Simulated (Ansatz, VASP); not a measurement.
**Cross-check of Sc between VASP and Ansatz**

Aim: how closely do two programs agree when they are given the same cell, functional and k mesh? The cell is taken from a series of runs on this material, whose earlier steps may have relaxed, scaled, displaced or heated it; both programs get it as it stands.

Program: Ansatz 0.2.0. Level of theory: plane waves, with VASP 6.6.1 beside it; zone-centre phonons at PBEsol. Results are calculated unless marked as measured.

### 1. Set-up

It takes space group P6_3/mmc (No. 194, hexagonal). Conventional cell: a = 3.257 Å, b = 3.257 Å, c = 5.043 Å, α = 90.00°, β = 90.00°, γ = 120.00°. Sc has 12 Sc at 3.15 to 3.26 Å nearest.

As a file:

```
Sc
1.0
     3.25663    0.00000    0.00000
    -1.62832    2.82032    0.00000
     0.00000    0.00000    5.04331
Sc
2
Direct
  0.33333 0.66667 0.25000
  0.66667 0.33333 0.75000
```

### 2. VASP: zone-centre phonons, PBEsol

Second derivatives magnify differences that forces hide, and they need a tight electronic threshold.

Lines of VASP's logs that name or quote its potential files are left out, and so is its time.

INCAR reads:

```
SYSTEM = Sc
PREC = Accurate
ENCUT = 500
EDIFF = 1E-08
NELM = 120
ISMEAR = 1
SIGMA = 0.2
LREAL = .FALSE.
ALGO = Normal
GGA = PS
NBANDS = 17
LASPH = .TRUE.
LORBIT = 11
LWAVE = .FALSE.
LCHARG = .FALSE.
ISIF = 2
IBRION = 8
GGA_COMPAT = .FALSE.
KPAR = 2
```

POSCAR reads:

```
Sc
1.0
    3.2566301116      0.0000000000      0.0000000000
   -1.6283150558      2.8203244073      0.0000000000
    0.0000000000      0.0000000000      5.0433145678
Sc
2
Direct
    0.3333333334      0.6666666668      0.2500000000
    0.6666666668      0.3333333334      0.7500000000
```

KPOINTS reads:

```
Automatic mesh
0
Gamma
15 15 8
0 0 0
```

The projector-augmented-wave data sets are Sc_sv (PBE family, release 64).

The run is started by

```sh
$ mpirun -np 2 vasp_std
```

Numbers of over 12 decimals in the logs are rounded to 6 here.

Output:

```text
[banner, memory and clock lines left out]
running    2 mpi-ranks, on    1 nodes
 distrk:  each k-point on    1 cores,    2 groups
 distr:  one band on    1 cores,    1 groups

 POSCAR found type information on POSCAR Sc
 POSCAR found :  1 types and       2 ions
|                                                                             |
|               ----> ADVICE to this user running VASP <----                  |
|                                                                             |
|     You enforced a specific xc type in the INCAR file but a different       |
|     [... a line on the potential file left out ...]
|     I HOPE YOU KNOW WHAT YOU ARE DOING!                                     |
|                                                                             |

 LDA part: xc-table for (Slater+PW92), standard interpolation
 POSCAR, INCAR and KPOINTS ok, starting setup
 FFT: planning ... GRIDC
 FFT: planning ... GRID_SOFT
 FFT: planning ... GRID
 WAVECAR not read
 entering main loop
       N       E                     dE             d eps       ncg     rms          rms(c)
DAV:   1     0.353279016128E+03    0.35328E+03   -0.10842E+04  4598   0.135E+03
DAV:   2     0.561610400311E+01   -0.34766E+03   -0.34134E+03  5710   0.573E+02
DAV:   3    -0.142826449448E+02   -0.19899E+02   -0.19302E+02  7657   0.162E+02
DAV:   4    -0.146527185006E+02   -0.37007E+00   -0.34439E+00  6650   0.186E+01
DAV:   5    -0.146574729114E+02   -0.47544E-02   -0.47373E-02  7901   0.226E+00    0.842E+00
DAV:   6    -0.133921822343E+02    0.12653E+01   -0.28241E+00  5936   0.199E+01    0.254E+00
DAV:   7    -0.132200760109E+02    0.17211E+00   -0.72957E-01  6084   0.921E+00    0.817E-01
DAV:   8    -0.132085904748E+02    0.11486E-01   -0.25987E-02  6343   0.216E+00    0.236E-01
DAV:   9    -0.132073586025E+02    0.12319E-02   -0.64004E-03  6417   0.885E-01    0.169E-02
DAV:  10    -0.132073736848E+02   -0.15082E-04   -0.85884E-05  7302   0.133E-01    0.687E-03
DAV:  11    -0.132073710647E+02    0.26201E-05   -0.23747E-06  7288   0.187E-02    0.176E-03
DAV:  12    -0.132073724270E+02   -0.13623E-05   -0.28425E-07  7510   0.559E-03    0.878E-04
DAV:  13    -0.132073720545E+02    0.37253E-06   -0.24212E-08  4901   0.185E-03    0.723E-05
DAV:  14    -0.132073720872E+02   -0.32769E-07   -0.13207E-09  3692   0.840E-04    0.336E-05
DAV:  15    -0.132073720916E+02   -0.43651E-08   -0.52125E-10  3389   0.419E-04
   1 F= -.13207372E+02 E0= -.13206256E+02  d E =-.334820E-02
 Linear response reoptimize wavefunctions to high precision
DAV:   1    -0.132073720945E+02   -0.29227E-08   -0.25419E-10  3611   0.385E-04
DAV:   2    -0.132073720945E+02    0.72760E-11   -0.12585E-10  3259   0.213E-04
 Linear response DOF=           2
 Linear response progress:
  Degree of freedom:   1/  2
       N       E                     dE             d eps       ncg     rms          rms(c)
RMM:   1    -0.741711274562E+00   -0.74171E+00   -0.65979E+01 19360   0.217E+02
RMM:   2    -0.738587476916E+00    0.31238E-02   -0.14391E-01 28377   0.458E+00    0.118E-01
RMM:   3    -0.738137141168E+00    0.45034E-03   -0.12885E-02 32952   0.104E+00    0.395E-02
RMM:   4    -0.737276081336E+00    0.86106E-03   -0.13716E-03 37420   0.278E-01    0.197E-02
RMM:   5    -0.737013311099E+00    0.26277E-03   -0.15632E-04 39203   0.974E-02    0.110E-02
RMM:   6    -0.737015647158E+00   -0.23361E-05   -0.21122E-05 34563   0.380E-02    0.551E-03
RMM:   7    -0.737104589917E+00   -0.88943E-04   -0.89049E-06 38527   0.252E-02    0.257E-03
RMM:   8    -0.737191731552E+00   -0.87142E-04   -0.33771E-06 39140   0.127E-02    0.577E-04
RMM:   9    -0.737207127776E+00   -0.15396E-04   -0.33942E-06 39775   0.785E-03    0.119E-04
RMM:  10    -0.737200437419E+00    0.66904E-05   -0.25470E-06 39157   0.647E-03    0.119E-04
RMM:  11    -0.737205991357E+00   -0.55539E-05   -0.21935E-06 38660   0.599E-03    0.241E-05
RMM:  12    -0.737205100209E+00    0.89115E-06   -0.20955E-06 39875   0.586E-03    0.188E-05
RMM:  13    -0.737205490775E+00   -0.39057E-06   -0.18017E-06 39590   0.577E-03    0.771E-06
RMM:  14    -0.737205745373E+00   -0.25460E-06   -0.14535E-06 41294   0.573E-03    0.662E-06
[...]
RMM:  22    -0.737205706916E+00    0.40314E-09   -0.56819E-07 46560   0.570E-03    0.629E-07
RMM:  23    -0.737205708821E+00   -0.19057E-08   -0.54523E-07 46350   0.570E-03    0.626E-07
RMM:  24    -0.737205709431E+00   -0.60921E-09   -0.53535E-07 47136   0.570E-03    0.766E-07
RMM:  25    -0.737205709479E+00   -0.48506E-10   -0.52021E-07 47045   0.571E-03    0.843E-07
RMM:  26    -0.737205708878E+00    0.60118E-09   -0.51558E-07 47777   0.571E-03    0.102E-06
RMM:  27    -0.737205708698E+00    0.18010E-09   -0.50407E-07 47663   0.571E-03    0.110E-06
RMM:  28    -0.737205709186E+00   -0.48850E-09   -0.50259E-07 48356   0.571E-03    0.112E-06
RMM:  29    -0.737205709105E+00    0.80873E-10   -0.49091E-07 48314   0.571E-03    0.116E-06
 first order change of Fermi-energy   0.19057E-04
 force on displaced ion       1 direction 1 :  -1.549   0.001   0.000
 Linear response progress:
  Degree of freedom:   2/  2
       N       E                     dE             d eps       ncg     rms          rms(c)
RMM:   1    -0.808464612694E+00   -0.80846E+00   -0.66551E+01  6621   0.219E+02
RMM:   2    -0.806558810397E+00    0.19058E-02   -0.15197E-01  9730   0.464E+00    0.136E-01
RMM:   3    -0.806969163158E+00   -0.41035E-03   -0.11484E-02 11118   0.101E+00    0.492E-02
RMM:   4    -0.805932951851E+00    0.10362E-02   -0.13814E-03 12052   0.296E-01    0.161E-02
RMM:   5    -0.805795381690E+00    0.13757E-03   -0.17001E-04 13713   0.875E-02    0.128E-02
RMM:   6    -0.805754896532E+00    0.40485E-04   -0.33661E-05 12022   0.372E-02    0.765E-03
RMM:   7    -0.805721474357E+00    0.33422E-04   -0.95825E-06 13990   0.248E-02    0.215E-03
RMM:   8    -0.805742991423E+00   -0.21517E-04   -0.49383E-06 13007   0.129E-02    0.707E-04
RMM:   9    -0.805754102106E+00   -0.11111E-04   -0.25703E-06 13525   0.845E-03    0.297E-04
RMM:  10    -0.805760577669E+00   -0.64756E-05   -0.17071E-06 13231   0.671E-03    0.160E-04
RMM:  11    -0.805766869731E+00   -0.62921E-05   -0.11483E-06 13140   0.643E-03    0.335E-05
RMM:  12    -0.805766292084E+00    0.57765E-06   -0.87856E-07 13555   0.626E-03    0.167E-05
RMM:  13    -0.805766530404E+00   -0.23832E-06   -0.85385E-07 13746   0.625E-03    0.580E-06
RMM:  14    -0.805766575430E+00   -0.45026E-07   -0.88879E-07 14250   0.628E-03    0.242E-06
[...]
RMM:  21    -0.805766600359E+00    0.81265E-08   -0.58115E-07 15386   0.632E-03    0.636E-07
RMM:  22    -0.805766599616E+00    0.74332E-09   -0.59339E-07 15689   0.631E-03    0.102E-06
RMM:  23    -0.805766595016E+00    0.45998E-08   -0.54178E-07 15607   0.633E-03    0.106E-06
RMM:  24    -0.805766591507E+00    0.35092E-08   -0.50880E-07 15876   0.632E-03    0.127E-06
RMM:  25    -0.805766590490E+00    0.10172E-08   -0.49783E-07 15893   0.633E-03    0.131E-06
RMM:  26    -0.805766587516E+00    0.29742E-08   -0.47995E-07 16124   0.632E-03    0.141E-06
RMM:  27    -0.805766585237E+00    0.22787E-08   -0.46392E-07 16151   0.633E-03    0.162E-06
RMM:  28    -0.805766582232E+00    0.30052E-08   -0.48135E-07 16316   0.633E-03    0.155E-06
 first order change of Fermi-energy   0.63490E-04
 force on displaced ion       1 direction 3 :   0.000   0.000  -4.899
 Linear response finished
```

Parts of OUTCAR (step 2):

```text
ion  position               nearest neighbor table
   1  0.333  0.667  0.250-   2 3.15   2 3.15   2 3.15   2 3.15   2 3.15   2 3.15
   2  0.667  0.333  0.750-   1 3.15   1 3.15   1 3.15   1 3.15   1 3.15   1 3.15

  LATTYP: Found a hexagonal cell.
 ALAT       =     3.2566301116
 C/A-ratio  =     1.5486298397

 Subroutine GETGRP returns: Found 24 space group operations
 (whereof 12 operations were pure point group operations)

The static configuration has the point symmetry D_3d.
 The point group associated with its full space group is D_6h.

 Found    135 irreducible k-points:

   k-points           NKPTS =    135   k-points in BZ     NKDIM =    135   number of bands    NBANDS=     17

   dimension x,y,z NGX =    24 NGY =   24 NGZ =   40
   dimension x,y,z NGXF=    48 NGYF=   48 NGZF=   80

   ENCUT  =  500.0 eV  36.75 Ry    6.06 a.u.   5.94  5.94  9.20*2*pi/ulx,y,z

   NELECT =      22.0000    total number of electrons

 k-points in reciprocal lattice and weights: Automatic mesh
   0.00000000  0.00000000  0.00000000       0.001
   0.06666667 -0.00000000  0.00000000       0.003
   0.13333333  0.00000000  0.00000000       0.003
   0.20000000 -0.00000000  0.00000000       0.003
   0.26666667  0.00000000  0.00000000       0.003
   0.33333333  0.00000000  0.00000000       0.003
   0.40000000  0.00000000  0.00000000       0.003
   0.46666667  0.00000000  0.00000000       0.003
   0.06666667  0.06666667  0.00000000       0.003
[...]
0.33333333  0.26666667  0.50000000       0.007
   0.33333333  0.33333333  0.50000000       0.001

 average (electrostatic) potential at core
       1 -46.5333       2 -46.5333

  Total        0.3464675      0.3464675      0.3460276     -0.0000000      0.0000000      0.0000000
  in kB       11.9836617     11.9836617     11.9684449     -0.0000000      0.0000000      0.0000000
  external PRESSURE =      11.9785894 kB  Pullay stress =       0.0000000 kB

  energy-cutoff  :      500.00
  volume of cell :       46.32
      direct lattice vectors                 reciprocal lattice vectors
     3.256630112  0.000000000  0.000000000     0.307065883  0.177284570  0.000000000
    -1.628315056  2.820324407  0.000000000     0.000000000  0.354569140  0.000000000
     0.000000000  0.000000000  5.043314568     0.000000000  0.000000000  0.198282298

 POSITION                                       TOTAL-FORCE (eV/Angst)
 -----------------------------------------------------------------------------------
      0.00000      1.88022      1.26083         0.000000      0.000000      0.000000
      1.62832      0.94011      3.78249        -0.000000     -0.000000      0.000000
 -----------------------------------------------------------------------------------
    total drift:                               -0.000000     -0.000000      0.000000

 Eigenvectors and eigenvalues of the dynamical matrix
 ----------------------------------------------------

   1 f  =    7.298416 THz    45.857300 2PiTHz  243.448954 cm-1    30.183810 meV
             X         Y         Z           dx          dy          dz
      0.000000  1.880216  1.260829     0.000000    0.000000    0.707107
      1.628315  0.940108  3.782486     0.000000   -0.000000   -0.707107

   2 f  =    4.104353 THz    25.788413 2PiTHz  136.906494 cm-1    16.974234 meV
             X         Y         Z           dx          dy          dz
      0.000000  1.880216  1.260829     0.707107    0.000000    0.000000
      1.628315  0.940108  3.782486    -0.707107    0.000000    0.000000

   3 f  =    4.104353 THz    25.788413 2PiTHz  136.906494 cm-1    16.974234 meV
             X         Y         Z           dx          dy          dz
      0.000000  1.880216  1.260829     0.000000   -0.707107   -0.000000
      1.628315  0.940108  3.782486     0.000000    0.707107   -0.000000

   4 f  =    0.000000 THz     0.000000 2PiTHz    0.000000 cm-1     0.000000 meV
             X         Y         Z           dx          dy          dz
      0.000000  1.880216  1.260829     0.707107    0.000000    0.000000
      1.628315  0.940108  3.782486     0.707107    0.000000    0.000000

   5 f/i=    0.000000 THz     0.000000 2PiTHz    0.000001 cm-1     0.000000 meV
             X         Y         Z           dx          dy          dz
      0.000000  1.880216  1.260829     0.000000    0.402764   -0.581189
      1.628315  0.940108  3.782486     0.000000    0.402764   -0.581189

   6 f/i=    0.000000 THz     0.000000 2PiTHz    0.000002 cm-1     0.000000 meV
             X         Y         Z           dx          dy          dz
      0.000000  1.880216  1.260829     0.000000   -0.581189   -0.402764
      1.628315  0.940108  3.782486     0.000000   -0.581189   -0.402764

 ELASTIC MODULI CONTR FROM IONIC RELAXATION (kBar)
 Direction    XX          YY          ZZ          XY          YZ          ZX
 --------------------------------------------------------------------------------
 XX         -75.3756     75.3756      0.0000      0.0000      0.0000      0.0000
 YY          75.3756    -75.3756     -0.0000     -0.0000      0.0000      0.0000
 ZZ           0.0000     -0.0000     -0.0000     -0.0000      0.0000      0.0000
 XY           0.0000     -0.0000     -0.0000    -75.3756      0.0000      0.0000
 YZ           0.0000      0.0000      0.0000      0.0000      0.0000      0.0000
 ZX           0.0000      0.0000      0.0000      0.0000      0.0000      0.0000
 --------------------------------------------------------------------------------
```

[end of part 1 of 2]

[Lines on the potential files, build, host, timing and source positions are cut from VASP's logs without a mark.]

[Logs are printed without paths, hosts, clocks, repeated set-up lines and the standing remarks that a program may print on its own settings, such as how far it seeks lower states.]

[Hosts, paths, dates, database ids (printed as entryN), source tags and the programs' standing remarks are cut or masked in the printed files.]
